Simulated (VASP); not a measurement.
Data:

```
CELL_PARAMETERS angstrom
      3.23705    -3.38501     0.00000
      3.23705     3.38501     0.00000
      0.00000     0.00000     3.05359
ATOMIC_POSITIONS crystal
  Fe 0.50000 0.50000 0.50000
  Sb 0.00000 0.00000 0.00000
  O  0.30827 0.30827 0.00000
  O  0.69173 0.69173 0.00000
  O  0.19366 0.80634 0.50000
  O  0.80634 0.19366 0.50000
```

Level of theory: PBEsol GGA with spin-orbit coupling, VASP's PBE PAW potentials (set 64) (plane waves; VASP). Numerical set-up: 520 eV cut-off, 6×6×9 Γ-centred mesh, Gaussian smearing of 0.050 eV, potentials Fe Sb O.

The run has a spin-polarised start.

Q: Give the energies of bands 30 to 43 at the high-symmetry points, in eV from the valence-band maximum.

A: 
```
band      Γ      Y     C0      Z     A0      T      S      R
----  -----  -----  -----  -----  -----  -----  -----  -----
30    -2.20  -2.98  -2.98  -3.08  -2.29  -2.29  -2.88  -2.62
31    -2.14  -2.85  -2.83  -2.71  -2.19  -2.19  -2.67  -2.53
32    -1.99  -2.84  -2.81  -2.65  -2.18  -2.17  -2.28  -2.49
33    -1.79  -2.81  -2.81  -2.51  -1.98  -1.97  -2.07  -2.45
34    -1.34  -2.71  -2.71  -2.46  -1.87  -1.87  -1.98  -2.11
35    -1.19  -2.51  -2.50  -1.92  -1.79  -1.79  -1.68  -1.79
36    -0.89  -1.34  -1.34  -1.53  -1.12  -1.12  -0.75  -0.71
37    -0.71  -0.47  -0.46  -1.14  -1.07  -1.07  -0.14  -0.26
38     0.25   0.27   0.27   0.18   0.17   0.17   0.13   0.18
39     0.42   0.28   0.28   0.43   0.23   0.23   0.36   0.29
40     0.75   0.39   0.39   1.03   0.62   0.62   0.78   0.71
41     0.84   1.14   1.14   1.17   1.72   1.72   2.02   1.79
42     1.26   2.73   2.73   1.84   1.83   1.83   2.27   2.27
43     2.02   2.74   2.74   3.45   2.62   2.62   2.44   3.92
```

The gap is indirect, 0.03 eV, from the valence maximum at (0.33, 0.33, 0.11) to the conduction minimum at (0.00, 0.00, 0.22).

The structure comes from a computed database's FeSbO4 entry (Cmmm); how it stands against other phases isn't given here. It was relaxed first.
